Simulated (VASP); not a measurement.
An input for Quantum ESPRESSO's pw.x (written as the equivalent of a VASP run, and not itself run):

```
&CONTROL
  calculation = 'vc-relax'
  pseudo_dir = './pseudo'
  outdir = './out'
  tprnfor = .true.
  tstress = .true.
  nstep = 40
  forc_conv_thr = 0.00078
/
&SYSTEM
  ibrav = 0
  nat = 2
  ntyp = 2
  ecutwfc = 88
  occupations = 'smearing'
  smearing = 'gaussian'
  degauss = 0.003675
  input_dft = 'pz'
/
&ELECTRONS
  conv_thr = 7.3e-08
  electron_maxstep = 100
/
&IONS
/
&CELL
  press = 200
/
ATOMIC_SPECIES
  Be 9.012 Be.upf
  Te 127.600 Te.upf
CELL_PARAMETERS angstrom
     0.0000000    2.6697863    2.6697863
     2.6697863    0.0000000    2.6697863
     2.6697863    2.6697863    0.0000000
ATOMIC_POSITIONS crystal
  Be   0.0000000  0.0000000  0.0000000
  Te   0.2500000  0.2500000  0.2500000
K_POINTS automatic
  9 9 9 0 0 0
```

**Question.** Write the VASP files for the same calculation (LDA).

**Answer.** This is not unique; one that fits is 
KPOINTS:
```
kpoints
0
Gamma
9 9 9
0 0 0
```

File POSCAR:
```
BeTe
1.0
  0.0000000000   2.6697863383   2.6697863383
  2.6697863383   0.0000000000   2.6697863383
  2.6697863383   2.6697863383   0.0000000000
Be Te
1 1
Cartesian
  0.0000000000   0.0000000000   0.0000000000
  1.3348931691   1.3348931691   1.3348931691
```

INCAR:
```
! general
SYSTEM  = BeTe
PREC    = Accurate
ENCUT   = 500
LREAL   = F
LASPH   = T

! electronic loop
EDIFF   = 1E-6
NELM    = 100
ALGO    = Normal
LMAXMIX = 4

! smearing
ISMEAR  = 0
SIGMA   = 0.05

! ions
IBRION  = 2
NSW     = 40
ISIF    = 3
EDIFFG  = -0.02
PSTRESS = 200

! output
LWAVE   = F
LCHARG  = F
```

POTCAR, in this order: Be Te (LDA.64 set). Program: vasp_std.

What does not carry over: the potentials are each code's own (VASP's PAW set, PseudoDojo norm-conserving files in pw.x), so ENCUT and ecutwfc are chosen apart and not converted; conv_thr bounds pw.x's estimated SCF error, while EDIFF bounds the energy change between steps; forc_conv_thr acts on force components and is met together with etot_conv_thr.

The compound is BeTe in the zinc blende structure. This run relaxes it under an external pressure of 20 GPa. Symmetry was kept, so distortions that lower it aren't found.
